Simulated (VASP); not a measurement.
Input:

```xyz
1
Lattice="-1.9783 1.9783 1.9783 1.9783 -1.9783 1.9783 1.9783 1.9783 -1.9783" Properties=species:S:1:pos:R:3 pbc="T T T"
Pb     0.0000     0.0000     0.0000
```

Calculation: r2SCAN meta-GGA, VASP's PBE PAW potentials (set 64) (plane waves; VASP). Run with 400 eV cut-off, 15×15×15 Γ-centred mesh, tetrahedra with Blöchl corrections, potentials Pb_d.

Unless said otherwise, spin-orbit coupling is left out, though it shifts the bands of the heavy elements here.

Problem. What does the run give for the energy per atom (σ→0), band gap (over mesh and band path) with the smallest direct gap where there is one?

Solution. 
```json
{
  "band gap (over mesh and band path)": "none (metal, semimetal or under 0.01 eV)",
  "energy per atom (σ→0)": "-56.238 eV/atom"
}
```

Total energies compare only between runs with the same potentials, cut-off and functional.

The structure was generated: Pb was put into the bcc type (Im-3m), which need not be its known phase. It was relaxed first.
